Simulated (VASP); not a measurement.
Set up this calculation in VASP 6.6.1, as the native input.

```
Task                   : single point
Functional             : PBE
Potentials or basis    : VASP PAW PBE potentials, release 64 (Sc_sv, Te)
Cutoff                 : 520 eV
k mesh                 : 5 × 5 × 5
Occupations            : fermi-dirac, width 0.05 eV
Spin                   : no spin polarisation
Hubbard terms          : Sc d U = 5 eV
Further INCAR settings : ALGO = Fast; EDIFF = 1e-07; NBANDS = 28
```

The structure of Sc3Te lies in POSCAR:

```
Sc3Te
1.0
    0.0000000000      3.5695000000      3.5695000000
    3.5695000000      0.0000000000      3.5695000000
    3.5695000000      3.5695000000      0.0000000000
Sc Te
3 1
Direct
    0.2500000000      0.2500000000      0.2500000000
    0.7500000000      0.7500000000      0.7500000000
    0.5000000000      0.5000000000      0.5000000000
    0.0000000000      0.0000000000      0.0000000000
```

The cell was built by a generator and needn't be a form met in nature.

These files were run (other wordings do the same):

INCAR

```
  PREC = Accurate
  ENCUT = 520
  EDIFF = 1E-7
  ISMEAR = -1
  SIGMA = 0.05
  LREAL = F
  LASPH = T
  NELM = 100
  ALGO = Fast
  ISIF = 2
  LWAVE = F
  LCHARG = F
  LMAXMIX = 4
  LDAU = T
  LDAUTYPE = 2
  LDAUL = 2 -1
  LDAUU = 5 0
  LDAUJ = 0 0
  LDAUPRINT = 1
  GGA = PE
  NBANDS = 28
```

KPOINTS

```
Automatic mesh
0
Gamma
  5 5 5
```

Potentials or basis: VASP PAW PBE potentials, release 64 (Sc_sv, Te).

The run is started by

```sh
$ cat potpaw_PBE.64/Sc_sv/POTCAR potpaw_PBE.64/Te/POTCAR > POTCAR
$ mpirun -np 1 vasp_std > vasp.out
```

Results of the run:

```yaml
Pressure: 10.1 GPa
Band_gap_on_the_k_mesh: none (metal or under the smearing width)
```

Caveat: U without spin polarisation on a metal has little footing; the U is typed as a test and isn't derived for this compound.

Wall time 29 s on 1 thread of Intel(R) Xeon(R) 6975P-C (Granite Rapids), on a shared host, peak memory 0.24 GiB.
